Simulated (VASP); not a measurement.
A convergence study with VASP on SiO$_{2}$ (rutile): one setting is varied, all else stays as given below, so the limit is that of these other settings.

```yaml
crystal:
  lattice:
    - [4.18000, 0.00000, 0.00000]
    - [0.00000, 4.18000, 0.00000]
    - [0.00000, 0.00000, 2.67000]
  atoms:
    - { symbol: Si, position: [0.00000, 0.00000, 0.00000] }
    - { symbol: Si, position: [0.50000, 0.50000, 0.50000] }
    - { symbol: O, position: [0.30600, 0.30600, 0.00000] }
    - { symbol: O, position: [0.80600, 0.19400, 0.50000] }
    - { symbol: O, position: [0.19400, 0.80600, 0.50000] }
    - { symbol: O, position: [0.69400, 0.69400, 0.00000] }
```

Method: LDA (Ceperley-Alder, Perdew-Zunger), VASP's LDA PAW potentials (set 64) (plane waves; VASP 6.6.1). The tightest run used: 700 eV cut-off, 11×11×17 Γ-centred mesh, Gaussian smearing of 0.050 eV, potentials Si O.

The settings run are 1×1×1 mesh; 1×1×2 mesh; 2×2×3 mesh; 3×3×4 mesh; 3×3×5 mesh; 4×4×6 mesh; 5×5×7 mesh; 5×5×8 mesh; 6×6×9 mesh; 7×7×10 mesh; 7×7×11 mesh; 8×8×12 mesh; 9×9×13 mesh; 9×9×14 mesh; 10×10×15 mesh; 11×11×16 mesh; 11×11×17 mesh. From which on does the energy per atom stay within 0.001 eV/atom of the tightest run?

From 3×3×5 mesh on: it is off by 0.0006 there and by no more than 0.001 in any finer run, while 3×3×4 mesh is off by 0.0026.
```csv
setting,E (eV/atom),pressure (GPa),largest force (eV/Å),irreducible k-points,difference judged (eV/atom)
1×1×1 mesh,-6.5409,18.49,3.464,1,2.1261
1×1×2 mesh,-8.6673,-12.40,0.097,2,0.0003
2×2×3 mesh,-8.6474,-4.02,0.017,6,0.0196
3×3×4 mesh,-8.6644,-4.06,0.001,9,0.0026
3×3×5 mesh,-8.6664,-4.07,0.001,9,0.0006
4×4×6 mesh,-8.6668,-4.06,0.001,24,0.0001
5×5×7 mesh,-8.6669,-4.06,0.001,24,0.0000
5×5×8 mesh,-8.6669,-4.06,0.001,30,0.0000
6×6×9 mesh,-8.6669,-4.06,0.001,50,0.0000
7×7×10 mesh,-8.6670,-4.06,0.001,60,0.0000
7×7×11 mesh,-8.6670,-4.06,0.001,60,0.0000
8×8×12 mesh,-8.6669,-4.06,0.001,105,0.0000
9×9×13 mesh,-8.6669,-4.06,0.001,105,0.0000
9×9×14 mesh,-8.6670,-4.06,0.001,120,0.0000
10×10×15 mesh,-8.6669,-4.06,0.001,168,0.0000
11×11×16 mesh,-8.6669,-4.06,0.001,189,0.0000
11×11×17 mesh,-8.6669,-4.06,0.001,189,0.0000
```

Left out are rungs that failed or repeat a setting and relaxations that didn't move; long series are thinned to 24 rows.

The compound is SiO2 in the rutile structure, stishovite, a high-pressure form. The cell was not relaxed at this level, forces remain on its atoms.
